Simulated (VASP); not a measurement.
Data:

```xyz
3
Lattice="1.5953 -2.7631 0.0000 1.5953 2.7631 0.0000 0.0000 0.0000 3.5360" Properties=species:S:1:pos:R:3 pbc="T T T"
Hf     0.0000     0.0000     0.0000
B      1.5953     0.9210     1.7680
B      1.5953    -0.9210     1.7680
```

All values below come from PBE GGA, VASP's PBE PAW potentials (set 64) (plane waves; VASP). Run with 400 eV cut-off, 10×10×8 Γ-centred mesh, Gaussian smearing of 0.10 eV, potentials Hf_pv B.

Question: Give the energies of bands 5 to 11 at the high-symmetry points, in eV from the Fermi level.

Answer: 
| band | Γ | M | K | A | L | H |
|---|---|---|---|---|---|---|
| 5 | -2.78 | -8.90 | -8.12 | -8.08 | -7.33 | -8.83 |
| 6 | -2.69 | -3.86 | -7.41 | -1.07 | -4.69 | -5.31 |
| 7 | -2.69 | -3.27 | -2.39 | -1.07 | -4.44 | -3.03 |
| 8 | -2.68 | -2.63 | -2.39 | 0.41 | -2.65 | -3.03 |
| 9 | 3.89 | 2.11 | 1.74 | 0.41 | 3.84 | 4.21 |
| 10 | 3.89 | 2.69 | 1.74 | 1.06 | 3.99 | 5.16 |
| 11 | 4.51 | 5.31 | 3.37 | 1.06 | 5.98 | 6.55 |

It has no gap at this level: it comes out as a metal or semimetal.

The structure is a typed HfB2 crystal (P6/mmm). The cell was not relaxed at this level.
